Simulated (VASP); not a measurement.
Output of a VASP run:

### OUTCAR
```
 ion  position               nearest neighbor table
   1  1.000  1.000  0.000-   5 2.78   5 2.78   7 2.78   6 2.78
   2  0.986  0.506  0.009-   8 2.67   6 2.80   6 2.80   5 2.81
   3  0.506  0.986  0.009-   8 2.67   7 2.80   7 2.80   5 2.81
   4  0.509  0.509  0.982-   8 2.70   8 2.70   6 2.83   7 2.83
   5  0.126  0.126  0.248-   1 2.78   1 2.78   2 2.81   3 2.81
   6  0.127  0.623  0.250-   1 2.78   2 2.80   2 2.80   4 2.83
   7  0.623  0.127  0.250-   1 2.78   3 2.80   3 2.80   4 2.83
   8  0.624  0.624  0.251-   2 2.67   3 2.67   4 2.70   4 2.70
  LATTYP: Found a base centered orthorhombic cell.
 ALAT       =     9.0514538188
 B/A-ratio  =     1.4124608855
 C/A-ratio  =     0.4997783265
 Subroutine PRICEL returns:
 Original cell was already a primitive cell.
 Subroutine GETGRP returns: Found  4 space group operations
The static configuration has the point symmetry C_2v.
The dynamic configuration has the point symmetry C_2v.
 Subroutine INISYM returns: Found  4 space group operations
 Subroutine IBZKPT returns following result:
 Found     16 irreducible k-points:

 Following reciprocal coordinates:
            Coordinates               Weight
  0.000000  0.000000  0.000000      1.000000
  0.333333 -0.000000  0.000000      4.000000
  0.333333  0.333333  0.000000      2.000000
 -0.333333  0.333333  0.000000      2.000000
  0.000000  0.000000  0.166667      4.000000
  0.333333  0.000000  0.166667      4.000000
 -0.333333  0.000000  0.166667      8.000000
 -0.333333 -0.333333  0.166667      2.000000
  0.000000  0.000000  0.333333      4.000000
  0.333333  0.000000  0.333333      8.000000
 -0.333333  0.000000  0.333333      4.000000
  0.333333  0.333333  0.333333      2.000000
  0.000000  0.000000  0.500000      1.000000
  0.333333  0.000000  0.500000      4.000000
  0.333333  0.333333  0.500000      2.000000
 -0.333333  0.333333  0.500000      2.000000
   k-points           NKPTS =     16   k-points in BZ     NKDIM =     16   number of bands    NBANDS=     43
   number of dos      NEDOS =    301   number of ions     NIONS =      8
   total plane-waves  NPLWV = 108000
   dimension x,y,z NGX =    60 NGY =   60 NGZ =   30
   dimension x,y,z NGXF=   120 NGYF=  120 NGZF=   60
   ions per type =               4   3   1
   PREC   = accura    normal or accurate (medium, high low for compatibility)
   ISTART =      0    job   : 0-new  1-cont  2-samecut
   ICHARG =      2    charge: 1-file 2-atom 10-const
   ISPIN  =      1    spin polarized calculation?
   LNONCOLLINEAR =      F non collinear calculations
   LSORBIT =      F    spin-orbit coupling
   INIWAV =      1    electr: 0-lowe 1-rand  2-diag
   ENCUT  =  400.0 eV  29.40 Ry    5.42 a.u.  14.75 14.75  7.38*2*pi/ulx,y,z
   NELM   =    100;   NELMIN=  2; NELMDL= -5     # of ELM steps
   EDIFF  = 0.1E-05   stopping-criterion for ELM
   LREAL  =      F    real-space projection
   NLSPLINE    = F    spline interpolate recip. space projectors
   LMAXMIX     =    4 max onsite mixed and CHGCAR
   VOSKOWN=      0    Vosko Wilk Nusair interpolation
   EDIFFG = -.2E-01   stopping-criterion for IOM
   NSW    =     60    number of steps for IOM
   NBLOCK =      1;   KBLOCK =     60    inner block; outer block
   IBRION =      2    ionic relax: 0-MD 1-quasi-New 2-CG
   NFREE  =      1    steps in history (QN), initial steepest desc. (CG)
   ISIF   =      3    stress and relaxation
   ISYM   =      2    0-nonsym 1-usesym 2-fastsym
   TEIN   =    0.0    initial temperature
   TEBEG  =    0.0;   TEEND  =   0.0 temperature during run
   SMASS  =  -3.00    Nose mass-parameter (am)
   PSTRESS=    0.0 pullay stress
   NELECT =      72.0000    total number of electrons
   EFERMI =   0.00;   METHOD = LEGACY
   ISMEAR =     0;   SIGMA  =   0.05  broadening in eV -4-tet -1-fermi 0-gaus
   IALGO  =     38    algorithm
   LDIAG  =      T    sub-space diagonalisation (order eigenvalues)
   IMIX   =      4    mixing-type and parameters
     AMIX     =   0.40;   BMIX     =  1.00
     AMIX_MAG =   1.60;   BMIX_MAG =  1.00
     AMIN     =   0.10
...
```

### OSZICAR
```
...
DAV:  13    -0.225240187006E+02   -0.69868E-05   -0.16311E-05  1527   0.294E-02    0.703E-03
DAV:  14    -0.225240217421E+02   -0.30415E-05   -0.47863E-06  1206   0.929E-03    0.810E-03
DAV:  15    -0.225240215469E+02    0.19525E-06   -0.16271E-06  1024   0.838E-03
   1 F= -.22524022E+02 E0= -.22524022E+02  d E =-.225240E+02
       N       E                     dE             d eps       ncg     rms          rms(c)
DAV:   1    -0.225672808237E+02   -0.43259E-01   -0.99639E-01  1501   0.754E+00    0.151E+00
DAV:   2    -0.225297096591E+02    0.37571E-01   -0.11598E-01  1429   0.312E+00    0.479E-01
DAV:   3    -0.225260879049E+02    0.36218E-02   -0.11161E-02  1487   0.629E-01    0.419E-01
DAV:   4    -0.225254737591E+02    0.61415E-03   -0.11728E-03  1430   0.180E-01    0.820E-02
DAV:   5    -0.225253904224E+02    0.83337E-04   -0.42248E-04  1557   0.162E-01    0.487E-02
DAV:   6    -0.225253950010E+02   -0.45786E-05   -0.42531E-05  1518   0.469E-02    0.230E-02
DAV:   7    -0.225253942342E+02    0.76677E-06   -0.81832E-06  1594   0.211E-02
   2 F= -.22525394E+02 E0= -.22525394E+02  d E =-.137269E-02
       N       E                     dE             d eps       ncg     rms          rms(c)
DAV:   1    -0.225271532703E+02   -0.17583E-02   -0.39638E-02  1504   0.151E+00    0.304E-01
DAV:   2    -0.225256890660E+02    0.14642E-02   -0.45006E-03  1432   0.618E-01    0.993E-02
DAV:   3    -0.225255413981E+02    0.14767E-03   -0.43083E-04  1493   0.125E-01    0.869E-02
DAV:   4    -0.225255063391E+02    0.35059E-04   -0.47315E-05  1421   0.343E-02    0.168E-02
DAV:   5    -0.225255003883E+02    0.59507E-05   -0.16786E-05  1554   0.323E-02    0.972E-03
DAV:   6    -0.225255000209E+02    0.36746E-06   -0.15319E-06   781   0.930E-03
   3 F= -.22525500E+02 E0= -.22525500E+02  d E =-.147847E-02
       N       E                     dE             d eps       ncg     rms          rms(c)
DAV:   1    -0.225255781489E+02   -0.77761E-04   -0.18468E-03  1512   0.324E-01    0.667E-02
DAV:   2    -0.225255089349E+02    0.69214E-04   -0.21405E-04  1438   0.134E-01    0.215E-02
DAV:   3    -0.225255013494E+02    0.75854E-05   -0.21023E-05  1505   0.273E-02    0.189E-02
DAV:   4    -0.225254985003E+02    0.28492E-05   -0.22705E-06  1022   0.758E-03    0.363E-03
DAV:   5    -0.225254978608E+02    0.63946E-06   -0.80911E-07   724   0.707E-03
   4 F= -.22525498E+02 E0= -.22525498E+02  d E =-.147631E-02
       N       E                     dE             d eps       ncg     rms          rms(c)
DAV:   1    -0.225255131861E+02   -0.14686E-04   -0.33403E-04  1528   0.137E-01    0.276E-02
DAV:   2    -0.225255001417E+02    0.13044E-04   -0.37928E-05  1441   0.566E-02    0.916E-03
DAV:   3    -0.225254991416E+02    0.10001E-05   -0.34738E-06  1024   0.114E-02    0.847E-03
DAV:   4    -0.225254996704E+02   -0.52877E-06   -0.85849E-07   706   0.457E-03
   5 F= -.22525500E+02 E0= -.22525500E+02  d E =-.147812E-02
       N       E                     dE             d eps       ncg     rms          rms(c)
DAV:   1    -0.225255721830E+02   -0.73041E-04   -0.30613E-02  1382   0.793E-01    0.324E-02
DAV:   2    -0.225255866782E+02   -0.14495E-04   -0.21672E-04  1599   0.742E-02    0.114E-02
DAV:   3    -0.225255854489E+02    0.12293E-05   -0.44430E-06  1556   0.109E-02    0.790E-03
DAV:   4    -0.225255846660E+02    0.78286E-06   -0.11102E-06   981   0.703E-03
   6 F= -.22525585E+02 E0= -.22525585E+02  d E =-.849957E-04
```

OUTCAR:
```
------------------------ aborting loop because EDIFF is reached ----------------------------------------
  FORCE on cell =-STRESS in cart. coord.  units (eV):
  Direction    XX          YY          ZZ          XY          YZ          ZX
  --------------------------------------------------------------------------------------
  Total        0.0014101      0.0014101      0.0038381     -0.0031009     -0.0000000     -0.0000000
  in kB        0.0086834      0.0086834      0.0236355     -0.0190960     -0.0000000     -0.0000000
  external PRESSURE =       0.0136674 kB  Pullay stress =       0.0000000 kB
  volume of cell :      260.17
      direct lattice vectors                 reciprocal lattice vectors
     0.000938250  6.386046895  6.379647594    -0.078307203  0.078307203  0.078374235
     6.386046895  0.000938250  6.379647594     0.078307203 -0.078307203  0.078374235
     3.193492572  3.193492572  0.000000000     0.156568393  0.156568393 -0.156748470
 POSITION                                       TOTAL-FORCE (eV/Angst)
 -----------------------------------------------------------------------------------
      6.38699      6.38699     12.75321         0.000000      0.000000     -0.018752
      3.25858      6.32190      9.51336         0.007684     -0.007684      0.009570
      6.32190      3.25858      9.51336        -0.007684      0.007684      0.009570
      6.38699      6.38699      6.49650         0.000000      0.000000     -0.005285
      1.59675      1.59675      1.60899        -0.000000     -0.000000      0.010179
      4.77733      1.60966      4.78325        -0.004564      0.004564      0.003544
      1.60966      4.77733      4.78325         0.004564     -0.004564      0.003544
      4.79024      4.79024      7.96490         0.000000      0.000000     -0.012371
 -----------------------------------------------------------------------------------
    total drift:                               -0.000002     -0.000002      0.000061
  FREE ENERGIE OF THE ION-ELECTRON SYSTEM (eV)
  ---------------------------------------------------
  free  energy   TOTEN  =       -22.5255846660 eV

  energy  without entropy=      -22.5255846570  energy(sigma->0) =      -22.52558466

 reached required accuracy - stopping structural energy minimisation
```
(Selected blocks of OUTCAR.)

POSCAR:
```
Cd4SeTe3
1
   -0.0014187869     6.3989255880     6.3924122382
    6.3989255880    -0.0014187869     6.3924122382
    3.1987534006     3.1987534006     0.0000000000
Cd Te Se
4 3 1
Direct
  0.9997649981   0.9997649981   0.0004700039
  0.9855059035   0.5055424798   0.0089516167
  0.5055424798   0.9855059035   0.0089516167
  0.5092456231   0.5092456231   0.9815087538
  0.1259765619   0.1259765619   0.2480468763
  0.1267132912   0.6229173766   0.2503693322
  0.6229173766   0.1267132912   0.2503693322
  0.6243337658   0.6243337658   0.2513324683
```

### Question
Write an INCAR and KPOINTS that could have produced this output.

### Answer
This is not unique; one that fits is the input of the run itself, PBEsol GGA, plane waves, VASP's PBE PAW potentials (set 64).

### KPOINTS
```
Automatic mesh
0
Gamma
3 3 6
0 0 0
```

### INCAR
```
SYSTEM = Cd4SeTe3
PREC = Accurate
ENCUT = 400
EDIFF = 1E-6
NELM = 100
ALGO = Normal
LREAL = .FALSE.
LASPH = .TRUE.
ISMEAR = 0
SIGMA = 0.05
GGA = PS
LMAXMIX = 4
LWAVE = .FALSE.
LCHARG = .FALSE.
IBRION = 2
ISIF = 3
NSW = 60
EDIFFG = -0.02
```

POTCAR, in this order: Cd Te Se (PBE.64 set). Program: vasp_std.

The structure was generated: Cd4SeTe3 was put into an ordered model structure (Amm2), which need not be its known phase. This run relaxes it. Symmetry was kept, so distortions that lower it aren't found. The start is the result of an earlier pass.
